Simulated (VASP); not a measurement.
Calculation: PBEsol GGA, VASP's PBE PAW potentials (set 64) (plane waves; VASP 6.6.1).

Input for VASP

### POSCAR
```
Eu
3.8427140
  0.9999999413   0.0000000100   0.0000000000
 -0.5000000835   0.8660253827   0.0000000000
  0.0000000000   0.0000000000   1.6426221719
Eu
2
Cartesian
 -0.0000005752   0.5773505471   0.4106555430
  0.5000004331   0.2886748456   1.2319666289
```

File KPOINTS:
```
Automatic mesh
0
Gamma
12 12 7
0 0 0
```

**INCAR**
```
ALGO=Normal
EDIFF=1E-7
ENCUT=400
GGA=PS
ISIF=2
ISMEAR=-5
LASPH=.TRUE.
LCHARG=.TRUE.
LMAXMIX=6
LORBIT=11
LREAL=.FALSE.
LWAVE=.FALSE.
NEDOS=601
NELM=100
PREC=Accurate
SYSTEM=Eu
```

POTCAR, in this order: Eu_2 (PBE.64 set). Program: vasp_std.

What VASP printed:

OUTCAR:
```
 ion  position               nearest neighbor table
   1  0.333  0.667  0.250-   2 3.86   2 3.86   2 3.86   2 3.86   2 3.86   2 3.86
   2  0.667  0.333  0.750-   1 3.86   1 3.86   1 3.86   1 3.86   1 3.86   1 3.86
  LATTYP: Found a hexagonal cell.
 ALAT       =     3.8427137746
 C/A-ratio  =     1.6426222682
 Subroutine PRICEL returns:
 Original cell was already a primitive cell.
 Subroutine GETGRP returns: Found 24 space group operations
The static configuration has the point symmetry D_3d.
 The point group associated with its full space group is D_6h.
The dynamic configuration has the point symmetry D_3d.
 Subroutine INISYM returns: Found 24 space group operations
 Subroutine IBZKPT returns following result:
 Found     76 irreducible k-points:

 Following reciprocal coordinates:
            Coordinates               Weight
  0.000000  0.000000  0.000000      1.000000
  0.083333 -0.000000  0.000000      6.000000
  0.166667 -0.000000  0.000000      6.000000
  0.250000 -0.000000  0.000000      6.000000
  0.333333 -0.000000  0.000000      6.000000
  0.416667 -0.000000  0.000000      6.000000
  0.500000 -0.000000  0.000000      3.000000
...
```

**OSZICAR**
```
       N       E                     dE             d eps       ncg     rms          rms(c)
DAV:   1     0.558059470838E+02    0.55806E+02   -0.59816E+03  1952   0.954E+02
DAV:   2    -0.182205728919E+01   -0.57628E+02   -0.55945E+02  2432   0.386E+02
DAV:   3    -0.418057366687E+01   -0.23585E+01   -0.22626E+01  2984   0.580E+01
DAV:   4    -0.424010286831E+01   -0.59529E-01   -0.56718E-01  3116   0.707E+00
DAV:   5    -0.424130534954E+01   -0.12025E-02   -0.11793E-02  2916   0.753E-01    0.102E+01
DAV:   6    -0.426680568134E+01   -0.25500E-01   -0.29072E-03  3100   0.591E-01    0.604E+00
DAV:   7    -0.428136100004E+01   -0.14555E-01   -0.50912E-03  2976   0.816E-01    0.752E-02
DAV:   8    -0.428127323275E+01    0.87767E-04   -0.16322E-04  3088   0.110E-01    0.312E-02
DAV:   9    -0.428125857849E+01    0.14654E-04   -0.32695E-05  2996   0.543E-02    0.772E-03
DAV:  10    -0.428125687641E+01    0.17021E-05   -0.18295E-06  2600   0.102E-02    0.137E-03
DAV:  11    -0.428125658886E+01    0.28754E-06   -0.73457E-08  1776   0.357E-03    0.548E-04
DAV:  12    -0.428125674051E+01   -0.15165E-06   -0.30244E-08  1620   0.279E-03    0.563E-04
DAV:  13    -0.428125671372E+01    0.26788E-07   -0.12880E-08  1568   0.207E-03
   1 F= -.42812567E+01 E0= -.42812567E+01  d E =0.000000E+00
```

File OUTCAR:
```
------------------------ aborting loop because EDIFF is reached ----------------------------------------
  FORCE on cell =-STRESS in cart. coord.  units (eV):
  Direction    XX          YY          ZZ          XY          YZ          ZX
  --------------------------------------------------------------------------------------
  Total       -0.0618236     -0.0618236      0.0590399      0.0000000      0.0000000      0.0000000
  in kB       -1.2271062     -1.2271063      1.1718539      0.0000001      0.0000000      0.0000000
  external PRESSURE =      -0.4274529 kB  Pullay stress =       0.0000000 kB
  volume of cell :       80.72
      direct lattice vectors                 reciprocal lattice vectors
     3.842713775  0.000000039  0.000000000     0.260232756  0.150245480  0.000000000
    -1.921357321  3.327887862  0.000000000    -0.000000003  0.300490893  0.000000000
     0.000000000  0.000000000  6.312127217     0.000000000  0.000000000  0.158425197
 POSITION                                       TOTAL-FORCE (eV/Angst)
 -----------------------------------------------------------------------------------
     -0.00000      2.21859      1.57803         0.000000     -0.000000      0.000000
      1.92136      1.10929      4.73410        -0.000000      0.000000      0.000000
 -----------------------------------------------------------------------------------
    total drift:                               -0.000065      0.000038     -0.000003
  FREE ENERGIE OF THE ION-ELECTRON SYSTEM (eV)
  ---------------------------------------------------
  free  energy   TOTEN  =        -4.2812567137 eV

  energy  without entropy=       -4.2812567137  energy(sigma->0) =       -4.28125671

 total charge

# of ion       s       p       d       tot
------------------------------------------
    1        0.484   6.291   0.536   7.312
    2        0.484   6.291   0.536   7.312
--------------------------------------------------
tot          0.968  12.583   1.072  14.623
```
(Selected blocks of OUTCAR.)

The 4f electrons are frozen in the core of the lanthanide potential, so 4f levels, which can set the real gap, and their magnetism are missing. For a metal the tetrahedron method with Blöchl corrections gives inexact stress and forces.

The structure was generated: Eu was put into the hcp type (P6_3/mmc), which need not be its known phase. It was relaxed first, which changed the volume by -18 %.
